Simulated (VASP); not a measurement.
Crystal: C.

```
C
1.0
     2.46100    0.00000    0.00000
    -1.23050    2.13129    0.00000
     0.00000    0.00000    6.97632
C
4
Direct
  0.00000 0.00000 0.25000
  0.33333 0.66667 0.25000
  0.00000 0.00000 0.75000
  0.66667 0.33333 0.75000
```

The cell was built by a generator and needn't be a form met in nature.

Base run:

- Program: VASP 6.6.1
- Functional: optB88-vdW
- Potentials or basis: VASP PAW PBE potentials, release 64 (C)
- Cutoff: 520 eV
- k mesh: 16 × 16 × 4
- Occupations: fermi-dirac, width 0.05 eV
- Spin: no spin polarisation

Its results: band gap on the k mesh 0.66 eV, direct; pressure 1.3 GPa.

**Question.** The run is repeated on the same cell with these changes: functional from optB88-vdW to SCAN. What comes out?

**Answer.** Band gap on the k mesh 0.72 eV, direct; pressure -2.6 GPa.

Caveats: the PAW data sets were made with another functional, which shifts forces and pressure a little.

A k mesh can miss the band edges.
